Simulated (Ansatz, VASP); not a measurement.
**Cross-check of Ta2C (Ta2C (P-3m1)) between VASP and Ansatz**

Aim: how closely do two programs agree when they are given the same cell, functional and k mesh? The cell is taken from a series of runs on this material, whose earlier steps may have relaxed, scaled, displaced or heated it; both programs get it as it stands.

Calculated with Ansatz 0.2.0; plane waves, with VASP 6.6.1 beside it; relaxation of cell and atoms at r2SCAN.

### Step 1. Set-up

The structure is trigonal, space group P-3m1 (No. 164). The conventional cell has a = 3.115 Å, b = 3.115 Å, c = 4.939 Å, α = 90.00°, β = 90.00°, γ = 120.00°. Nearest to Ta lie 3 C at 2.19 Å. Nearest to C lie 6 Ta at 2.19 Å. Farther neighbours are not listed.

### Step 2. Ansatz: relaxation of cell and atoms, r2SCAN

Ansatz runs on its PAW soft_1 files.

The relaxed volume is the usual yardstick between codes: in a stiff, nearly cubic crystal its relative difference is about their pressure difference at one cell divided by the bulk modulus.

File input.yaml:

```yaml
crystal:
  lattice:
    - [3.1148899, 0.0, 0.0]
    - [-1.557445, 2.6975738, 0.0]
    - [0.0, 0.0, 4.9392964]
  atoms:
    - { symbol: Ta, position: [0.33333333, 0.66666667, 0.25389903] }
    - { symbol: Ta, position: [0.66666667, 0.33333333, 0.74610097] }
    - { symbol: C, position: [0.0, 0.0, 0.0] }
basis:
  ecutwfc: 500
  xc_grid: 2
hamiltonian:
  xc: r2scan
  pseudopotentials: { kind: paw, azcp: { folder: soft_1 } }
kpoints:
  mp_grid: { grid: [14, 14, 8] }
scf:
  occupations: { method: fermi_dirac, width: 0.05 }
  max_iter: 150
output:
  forces: true
  stress: true
relax:
  f_tol: 0.01
  max_steps: 60
  cell: {}
checkpoint:
  write: "../r2scan.run"
  compress: false
  write_wavefunctions: false
  write_every: 100000
```

Command:

```bash
> ansatz run input.yaml --threads 4 --pin off --max-ram 6594MiB --backend cpu --events-out ev --progress --plain --runs-dir out
```

Numbers of over 12 decimals in the logs are rounded to 6 here.

Log:

```text
Engine: ansatz 0.2.0, x86_64-unknown-linux-gnu
Pseudopotentials: kind: paw
Pseudopotential: Ta, paw, valence charge 13, recommended cutoff 500 eV (meta_gga), soft_1/Ta.paw.azcp
Pseudopotential: C, paw, valence charge 4, recommended cutoff 500 eV (meta_gga), soft_1/C.paw.azcp
Functional definition: r2SCAN
  parameter k0 = 0.174
  parameter k1 = 0.065
  parameter a1 = 4.9479
  exchange = r2scan_x(k0 = k0, k1 = k1, a1 = a1)
  correlation = r2scan_c
Crystal: 3 atoms, lattice volume = 41.503 Å³
Basis set: ecut = 500 eV, 1087 PW (Γ), exchange–correlation on 48×48×80 points (8 copies of the dense FFT grid, shifted against one another)
Bands: 19, of which v1, the nominal top of the filled ones, is band 15 counted from 1 (14 counted from 0)
Symmetry: 12 space group operations
Space group: P-3m1 (ITA 164), of the structure as read, at distance tolerance 3.5e-5 Å
k-points: 168 of 1568
Non-local potential: Ta, projectors of the file, l = 0: 3, l = 1: 2, l = 2: 2, l = 3: 1
Non-local potential: C, projectors of the file, l = 0: 2, l = 1: 2, l = 2: 1
PAW form: soft (Blöchl's): semilocal exchange-correlation on the pseudo side does not see the compensation charge
PAW frozen core: Ta, regenerated for the run's functional (the file was generated under x = pbe(κ = 0.804, μ = 0.219515), c = pbe(β = 0.066725))
PAW frozen core: C, regenerated for the run's functional (the file was generated under x = pbe(κ = 0.804, μ = 0.219515), c = pbe(β = 0.066725))
PAW one-centre angular grid: Ta, 590 points (default); XC on 160 Gauss nodes
PAW one-centre angular grid: C, 302 points (default); XC on 219 of its mesh's 2255 points in the sphere
Initial density: superposition of atomic densities (chi_scale 0.1, normalization cell, long waves kept (reshape's long-wave potential 0.03 eV rms))
Initial wavefunctions: pseudopotential atomic-orbital guess
Functional: x = r2scan, c = r2scan; τ floored in thin density (d = 2e-4 eV/Å³)
SCF iter   1: F=—  HF=-20144.499698 eV  |F-HF|=—  |Δ(HF+E_count)|=         —  Δρ=7.01e-2  dr2=2.58e0  dr2_τ=3.90e-1  ethr=3.10e-3  ⟨swp⟩=5.5  Hψ=13249  notcnv=0
preconditioner: auto → Kerker (q_TF=auto, 2.585 Å⁻¹)  [metal: Δε(μ)=0.009 eV  Ē_g=8.015 eV  σ=0.050 eV  W_gap=0.05  n_scr=10 (ndim 8)  ℏωp=21.6 eV  f_vac=0.000  D(μ)=0.54/eV (n_scr^D=2)]
SCF iter   2: F=—  HF=-20144.150385 eV  |F-HF|=—  |Δ(HF+E_count)|=   3.49e-1  Δρ=3.43e-2  dr2=5.13e-1  dr2_τ=5.38e-2  ethr=3.10e-3  ⟨swp⟩=2.0  Hψ=6380  notcnv=0
SCF iter   3: F=—  HF=-20144.111020 eV  |F-HF|=—  |Δ(HF+E_count)|=   3.94e-2  Δρ=1.15e-2  dr2=6.45e-2  dr2_τ=2.79e-3  ethr=1.71e-3  ⟨swp⟩=2.0  Hψ=5041  notcnv=0
SCF iter   4: F=—  HF=-20144.110904 eV  |F-HF|=—  |Δ(HF+E_count)|=   1.15e-4  Δρ=1.35e-3  dr2=2.10e-3  dr2_τ=1.09e-4  ethr=2.15e-4  ⟨swp⟩=2.9  Hψ=5939  notcnv=0
SCF iter   5: F=—  HF=-20144.110658 eV  |F-HF|=—  |Δ(HF+E_count)|=   2.46e-4  Δρ=4.64e-4  dr2=1.34e-4  dr2_τ=3.04e-6  ethr=7.02e-6  ⟨swp⟩=2.1  Hψ=4891  notcnv=0
SCF iter   6: F=—  HF=-20144.110648 eV  |F-HF|=—  |Δ(HF+E_count)|=   9.84e-6  Δρ=7.11e-5  dr2=2.56e-6  dr2_τ=2.55e-7  ethr=4.45e-7  ⟨swp⟩=2.1  Hψ=4378  notcnv=0
SCF iter   7: F=—  HF=-20144.110647 eV  |F-HF|=—  |Δ(HF+E_count)|=   6.85e-7  Δρ=1.75e-5  dr2=1.35e-7  dr2_τ=4.15e-9  ethr=8.53e-9  ⟨swp⟩=2.0  Hψ=4492  notcnv=0
SCF iter   8: F=-20144.110648 eV  HF=-20144.110648 eV  |F-HF|=1.09e-9  |Δ(HF+E_count)|=   2.10e-8  Δρ=2.88e-6  dr2=2.52e-9  dr2_τ=9.59e-10  ethr=3.33e-10  ⟨swp⟩=4.2  Hψ=11115  notcnv=0
SCF 1 converged in 8 iterations: F = -20144.110648 eV  dr2 = 2.52e-9
  greatest PAW one-centre occupation: 0.999 electrons in one spin orbital (limit 2), on the Ta atom at site 1 (counted from 0), in its partial waves of l = 0
relax step   1: F+E_penalty+E_count = -20144.11064752 eV  Δ(F+E_penalty+E_count) = +0.000e0 eV  max|allowed force component| = 8.632e-2 eV/Å  Δτ_max = 0.0000 Å  P = -0.608 GPa  Ω = 41.503 Å³  (8 SCF iters, dr2 threshold 1.00e-7 eV, accepted)
[...]
relax step   2: F+E_penalty+E_count = -20144.10747558 eV  Δ(F+E_penalty+E_count) = +3.172e-3 eV  max|allowed force component| = 1.834e-1 eV/Å  Δτ_max = 0.0093 Å  P = -0.473 GPa  Ω = 41.561 Å³  energy of the carried Pulay correction = -1.529e-5 eV  (6 SCF iters, dr2 threshold 3.00e-7 eV, rejected (line search))
[...]
relax step   3: F+E_penalty+E_count = -20144.11116574 eV  Δ(F+E_penalty+E_count) = -5.182e-4 eV  max|allowed force component| = 8.425e-3 eV/Å  Δτ_max = 0.0022 Å  P = -0.090 GPa  Ω = 41.445 Å³  energy of the carried Pulay correction = +1.530e-5 eV  (9 SCF iters, accepted)
[...]
relax step   4: F+E_penalty+E_count = -20144.11117435 eV  Δ(F+E_penalty+E_count) = -8.609e-6 eV  max|allowed force component| = 1.056e-3 eV/Å  Δτ_max = 0.0002 Å  P = -0.009 GPa  Ω = 41.435 Å³  energy of the carried Pulay correction = +1.797e-5 eV  (4 SCF iters, dr2 threshold 5.39e-8 eV, accepted)
[...]
relax step   5: F+E_penalty+E_count = -20144.11115427 eV  Δ(F+E_penalty+E_count) = +2.008e-5 eV  max|allowed force component| = 1.030e-3 eV/Å  Δτ_max = 0.0000 Å  P = -0.008 GPa  Ω = 41.435 Å³  stress off target by 2.24e-2 GPa  SCF on the basis re-selected at this cell (its energy is not comparable with the rows above)  (5 SCF iters)
basis re-selected at this cell: Δ(F+E_penalty+E_count) = +2.008e-5 eV, ΔP = +0.000 GPa vs the last step (what re-selecting the basis moved, of the pressure what is left beyond the Pulay correction that the steps carried, after the strain that the cell walked since its last selection, with what the two solves' SCF thresholds leave and, on support functions, any second-order correction that the steps lacked; it is no m [...]
SCF converged after 5 iterations
Free energy (F): -20144.111154 eV
Harris-Foulkes:  -20144.111154 eV  (|F-HF|=7.28e-12)
Internal energy: -20144.106251 eV  (E = F + TS)
E sigma→0 (E₀):  -20144.108703 eV
Entropy (-TS):   -0.004903 eV (-1.634 meV/atom)
Fermi energy:    18.372525 eV
--- Per-component energies (eV) ---
  E_band       = -223.706555
  E_kinetic    = 872.892906
  E_local      = -1181.210157  (includes V_loc(G=0)·N_el)
  E_nonlocal   = 2.384769
  E_hartree    = 426.719014
  E_xc         = -657.969220
  E_vxc        = -583.633291  (∫ρ·V_xc dr)
  E_paw        = -16767.210445  (= ΣΔE_a)
  E_vpaw       = -216.509214  (= ΣTr[D̂ρ^β])
  E_aug_tail   = 0.000158  (compensation charges beyond the density's cutoff)
  E_vtau       = 28.930242  (kinetic-family band-sum trace: ∫τ·v_τ [+ j·A + Jᵃ·Aᵃ] dr)
  E_ewald      = -2838.175426
  E_core_change = -1.537849  (= ΣΔE_core)
  E_smearing   = -0.004903  (= −TS)
  E_closure    = 0.000000  (closes the sum)
  Σ components = -20144.111154   (vs F -20144.111154, Δ=0.00e0)
--- Forces (eV/Å), atoms counted from 1 ---
  atom   1  Ta    -0.00000000     0.00000000    -0.00102987
  atom   2  Ta     0.00000000    -0.00000000     0.00102987
  atom   3  C     -0.00000000    -0.00000000     0.00000000
  max |Σ_I F_I| component: 1.58e-30 eV/Å
--- Stress (GPa, compression-positive) ---
       -0.001388      -0.000000       0.000000
       -0.000000      -0.001388       0.000000
        0.000000       0.000000      -0.022390
  P = ⅓ Tr σ = -0.0084 GPa (-0.084 kbar)
--- Relaxed structure (4 steps of the walk, 3 accepted, 1 SCFs on fresh bases) ---
  F+E_penalty+E_count = -20144.11115427 eV   max|allowed force component| = 1.030e-3 eV/Å   (the final SCF, on the basis selected at the relaxed cell)
  cell:  # Å, volume = 41.4348 Å³
    - [3.110676, 2.882845957262527e-8, 0]
    - [-1.555338, 2.693924, 0]
    - [0, 0, 4.944533]
  atoms:
    - { symbol: Ta, position: [0.333333, 0.666667, 0.253426] }
    - { symbol: Ta, position: [0.666667, 0.333333, 0.746574] }
    - { symbol: C, position: [0, 0, 0] }
```

The column dr2 measures how far the density is from self-consistency, as an energy; F and HF (Harris–Foulkes) agree once it is small.

### Step 3. VASP: relaxation of cell and atoms, r2SCAN

The same cell, functional, mesh and smearing now go to VASP, with its own data sets.

Lines of VASP's logs that name or quote its potential files are left out, and so is its time.

File INCAR:

```
SYSTEM = Ta2C
PREC = Accurate
ENCUT = 660
EDIFF = 1E-07
NELM = 120
ISMEAR = -1
SIGMA = 0.05
LREAL = .FALSE.
ALGO = Normal
METAGGA = R2SCAN
LASPH = .TRUE.
NBANDS = 19
LORBIT = 11
LWAVE = .FALSE.
LCHARG = .FALSE.
ISIF = 3
IBRION = 2
NSW = 80
EDIFFG = -0.005
GGA_COMPAT = .FALSE.
NELMIN = 4
LMIXTAU = .TRUE.
KPAR = 2
```

File POSCAR:

```
Ta2C
1.0
    3.1148900000      0.0000000000      0.0000000000
   -1.5574450000      2.6975740000      0.0000000000
    0.0000000000      0.0000000000      4.9392960000
Ta C
2 1
Direct
    0.3333333951      0.6666667902      0.2538991387
    0.6666666049      0.3333332098      0.7461010638
    0.0000000000      0.0000000000      0.0000000000
```

File KPOINTS:

```
Automatic mesh
0
Gamma
14 14 8
0 0 0
```

PAW data sets: Ta_pv and C (PBE family, release 64).

Command:

```bash
> mpirun -np 2 vasp_std
```

Log:

```text
[banner, memory and clock lines left out]
running    2 mpi-ranks, on    1 nodes
 distrk:  each k-point on    1 cores,    2 groups
 distr:  one band on    1 cores,    1 groups

 POSCAR found type information on POSCAR TaC
 POSCAR found :  2 types and       3 ions
|                                                                             |
|               ----> ADVICE to this user running VASP <----                  |
|                                                                             |
|     You enforced a specific xc type in the INCAR file but a different       |
|     [... a line on the potential file left out ...]
|     I HOPE YOU KNOW WHAT YOU ARE DOING!                                     |
|                                                                             |

 LDA part: xc-table for (None), standard interpolation
 POSCAR, INCAR and KPOINTS ok, starting setup
 FFT: planning ... GRIDC
 FFT: planning ... GRID_SOFT
 FFT: planning ... GRID
 WAVECAR not read
 entering main loop
       N       E                     dE             d eps       ncg     rms          rms(c)
DAV:   1     0.148400289684E+03    0.14840E+03   -0.17725E+04  6384   0.177E+03
DAV:   2    -0.109730387439E+03   -0.25813E+03   -0.25303E+03  7182   0.447E+02
DAV:   3    -0.119120364865E+03   -0.93900E+01   -0.92232E+01  8168   0.729E+01
DAV:   4    -0.119241537687E+03   -0.12117E+00   -0.12069E+00  8089   0.792E+00
DAV:   5    -0.119242685862E+03   -0.11482E-02   -0.11476E-02  7927   0.723E-01    0.283E+01
DAV:   6    -0.109657640204E+03    0.95850E+01   -0.19232E+01  8021   0.306E+01    0.114E+01
DAV:   7    -0.108319060301E+03    0.13386E+01   -0.18968E+00  7123   0.971E+00    0.448E+00
DAV:   8    -0.109123784443E+03   -0.80472E+00   -0.97897E-01  6871   0.707E+00    0.165E+00
DAV:   9    -0.109159099868E+03   -0.35315E-01   -0.98872E-02  6987   0.272E+00    0.756E-01
DAV:  10    -0.109159424746E+03   -0.32488E-03   -0.52632E-02  7102   0.172E+00    0.354E-01
DAV:  11    -0.109169782601E+03   -0.10358E-01   -0.40553E-02  7232   0.146E+00    0.217E-01
DAV:  12    -0.109168118193E+03    0.16644E-02   -0.39313E-03  6845   0.522E-01    0.187E-01
DAV:  13    -0.109173743670E+03   -0.56255E-02   -0.34987E-03  7396   0.374E-01    0.628E-02
DAV:  14    -0.109174796155E+03   -0.10525E-02   -0.51182E-04  6842   0.195E-01    0.376E-02
DAV:  15    -0.109175064169E+03   -0.26801E-03   -0.21776E-04  6983   0.120E-01    0.234E-02
DAV:  16    -0.109175066359E+03   -0.21902E-05   -0.45195E-05  7379   0.554E-02    0.492E-03
DAV:  17    -0.109175088432E+03   -0.22073E-04   -0.13000E-05  6611   0.362E-02    0.168E-03
DAV:  18    -0.109175087811E+03    0.62076E-06   -0.10524E-06  7116   0.105E-02    0.196E-03
DAV:  19    -0.109175088929E+03   -0.11185E-05   -0.69912E-07  7389   0.727E-03    0.740E-04
DAV:  20    -0.109175088890E+03    0.39538E-07   -0.20803E-07  5377   0.366E-03
   1 F= -.10917509E+03 E0= -.10917263E+03  d E =-.109175E+03
[...]
2 F= -.10917526E+03 E0= -.10917280E+03  d E =-.170611E-03
[...]
3 F= -.10917531E+03 E0= -.10917285E+03  d E =-.216539E-03
[...]
4 F= -.10917531E+03 E0= -.10917285E+03  d E =-.216736E-03
[...]
5 F= -.10917530E+03 E0= -.10917284E+03  d E =0.103528E-04
[...]
6 F= -.10917531E+03 E0= -.10917285E+03  d E =-.351772E-05
 curvature:  -0.15 expect dE=-0.190E-05 dE for cont linesearch -0.147E-05
 ZBRENT: interpolating
 opt :   0.2884  next Energy=  -109.175311 (dE=-0.505E-05)
 bond charge predicted
       N       E                     dE             d eps       ncg     rms          rms(c)
DAV:   1    -0.109175314890E+03   -0.56704E-05   -0.17891E-04  6400   0.147E-01    0.212E-02
DAV:   2    -0.109175311408E+03    0.34822E-05   -0.81203E-06  6441   0.258E-02    0.865E-03
DAV:   3    -0.109175310641E+03    0.76699E-06   -0.33524E-06  7081   0.160E-02    0.236E-03
DAV:   4    -0.109175310749E+03   -0.10864E-06   -0.18345E-07  5455   0.396E-03    0.105E-03
DAV:   5    -0.109175310918E+03   -0.16879E-06   -0.21155E-07  5931   0.403E-03    0.543E-04
DAV:   6    -0.109175310964E+03   -0.45866E-07   -0.57090E-08  3261   0.217E-03
   7 F= -.10917531E+03 E0= -.10917285E+03  d E =-.533782E-05
 curvature:  -0.15 expect dE=-0.157E-06 dE for cont linesearch -0.135E-08
 trial: gam= 0.01151 g(F)=  0.651E-06 g(S)=  0.372E-06 ort = 0.623E-06 (trialstep = 0.802E+00)
 search vector abs. value=  0.104E-05
 reached required accuracy - stopping structural energy minimisation
```

OUTCAR, selected parts (step 3):

```text
ion  position               nearest neighbor table
   1  0.333  0.667  0.254-   3 2.19   3 2.19   3 2.19   2 3.02   2 3.02   2 3.02   2 3.09   2 3.09
                             2 3.09
   2  0.667  0.333  0.746-   3 2.19   3 2.19   3 2.19   1 3.02   1 3.02   1 3.02   1 3.09   1 3.09
                             1 3.09
   3  0.000  0.000  0.000-   2 2.19   2 2.19   2 2.19   1 2.19   1 2.19   1 2.19

  LATTYP: Found a hexagonal cell.
 ALAT       =     3.1148900000
 C/A-ratio  =     1.5857047921

 Subroutine GETGRP returns: Found 12 space group operations
 (whereof 12 operations were pure point group operations)

The static configuration has the point symmetry D_3d.

 Found    168 irreducible k-points:

   k-points           NKPTS =    168   k-points in BZ     NKDIM =    168   number of bands    NBANDS=     19

   dimension x,y,z NGX =    28 NGY =   28 NGZ =   42
   dimension x,y,z NGXF=    56 NGYF=   56 NGZF=   84

   ENCUT  =  660.0 eV  48.51 Ry    6.96 a.u.   6.52  6.52 10.35*2*pi/ulx,y,z

   NELECT =      26.0000    total number of electrons

 k-points in reciprocal lattice and weights: Automatic mesh
   0.00000000  0.00000000  0.00000000       0.001
   0.07142857  0.00000000  0.00000000       0.004
   0.14285714  0.00000000  0.00000000       0.004
   0.21428571  0.00000000  0.00000000       0.004
   0.28571429  0.00000000  0.00000000       0.004
   0.35714286 -0.00000000  0.00000000       0.004
   0.42857143  0.00000000  0.00000000       0.004
   0.50000000  0.00000000  0.00000000       0.002
   0.07142857  0.07142857  0.00000000       0.004
[...]
0.28571429  0.28571429  0.50000000       0.004
   0.35714286  0.28571429  0.50000000       0.004

 average (electrostatic) potential at core
       1 -41.9016       2 -41.9016       3 -50.2036

 E-fermi :   6.5520

 k-point     1 :       0.0000    0.0000    0.0000
  band No.  band energies     occupation
    ...
      8      -0.6405      2.00000
      9       2.7107      2.00000
     10       2.7107      2.00000
     11       3.0370      2.00000
     12       6.5697      0.82433
     13       7.0609      0.00008
     14       7.0609      0.00008
     15       7.7143      0.00000
     16       7.7143      0.00000
     17       8.9921      0.00000
    ...

 k-point     2 :       0.0714    0.0000    0.0000
  band No.  band energies     occupation
    ...
      8      -0.4923      2.00000
      9       2.0797      2.00000
     10       2.7267      2.00000
     11       3.4706      2.00000
     12       6.5341      1.17670
     13       6.6971      0.10409
     14       7.1963      0.00001
     15       7.4399      0.00000
     16       7.5310      0.00000
     17       9.2060      0.00000
    ...

 k-point     3 :       0.1429    0.0000    0.0000
  band No.  band energies     occupation
    ...
      9       1.2844      2.00000
     10       2.7438      2.00000
     11       3.7465      2.00000
     12       5.6314      2.00000
     13       6.5546      0.97339
     14       7.2898      0.00000
     15       7.4344      0.00000
     16       7.6718      0.00000
     17       9.6223      0.00000
     18       9.9771      0.00000
    ...

  Total        0.0021127      0.0021127     -0.0037719      0.0000000      0.0000000      0.0000000
  in kB        0.0815381      0.0815381     -0.1455761      0.0000000      0.0000000      0.0000000
  external PRESSURE =       0.0058334 kB  Pullay stress =       0.0000000 kB

  energy-cutoff  :      660.00
  volume of cell :       41.51
      direct lattice vectors                 reciprocal lattice vectors
     3.113002670  0.000000000  0.000000000     0.321233261  0.185464101  0.000000000
    -1.556501335  2.695939524  0.000000000     0.000000000  0.370928202  0.000000000
     0.000000000  0.000000000  4.946473158     0.000000000  0.000000000  0.202164243

 POSITION                                       TOTAL-FORCE (eV/Angst)
 -----------------------------------------------------------------------------------
      0.00000      1.79729      1.25417        -0.000000     -0.000000     -0.002598
      1.55650      0.89865      3.69231         0.000000      0.000000      0.002598
      0.00000      0.00000      0.00000        -0.000000      0.000000      0.000000
 -----------------------------------------------------------------------------------
    total drift:                               -0.000000     -0.000000     -0.000231

  FREE ENERGIE OF THE ION-ELECTRON SYSTEM (eV)
  ---------------------------------------------------
  free  energy   TOTEN  =      -109.1753109641 eV

  energy  without entropy=     -109.1703987244  energy(sigma->0) =     -109.17285484

 reached required accuracy - stopping structural energy minimisation

 total charge
# of ion       s       p       d       tot
------------------------------------------
    1        0.339   6.254   2.310   8.903
    2        0.339   6.254   2.310   8.903
    3        0.892   1.588   0.000   2.480
--------------------------------------------------
tot          1.570  14.095   4.621  20.286

[... 3 further parts left out ...]
```

### Step 4. Comparison

Known differences besides the potentials themselves: VASP keeps PBE cores, Ansatz makes them for the functional; the data sets hold 30 valence electrons in Ansatz (on its PAW soft_1 files) and 26 in VASP; the cutoff is 500 eV in Ansatz and 660 eV in VASP; Ansatz adds a Pulay correction to the stress that steers its cell, VASP none. Total energies have different zeros and are not compared.

Both answers:

```
                                         quantity  Ansatz   VASP  difference
                                      volume (Å³)   41.43  41.51     -0.19 %
edge a after relaxation, in the typed setting (Å)   3.111  3.113     -0.07 %
edge c after relaxation, in the typed setting (Å)   4.944  4.947     -0.04 %
```

### Step 5. Summary of results

| Property | Result |
| --- | --- |
| difference in volume (relaxation of cell and atoms, r2SCAN) | -0.19 % |

**Reading.** The difference in volume is -0.19 % (relaxation of cell and atoms, r2SCAN), within the 1.2 % picked in this series as the mark of a large difference, as far as the stopping tolerances let one tell. The data sets hold unlike numbers of valence electrons (30 in Ansatz and 26 in VASP), so part of the differences comes from the potentials. Such differences can come from data sets, numerical settings and the points named under the comparisons, not from the functional's error against experiment.

[Lines on the potential files, build, host, timing and source positions are cut from VASP's logs without a mark.]

[Logs are printed without paths, hosts, clocks, repeated set-up lines and the standing remarks that a program may print on its own settings, such as how far it seeks lower states.]

[Hosts, paths, dates, database ids (printed as entryN), source tags and the programs' standing remarks are cut or masked in the printed files.]
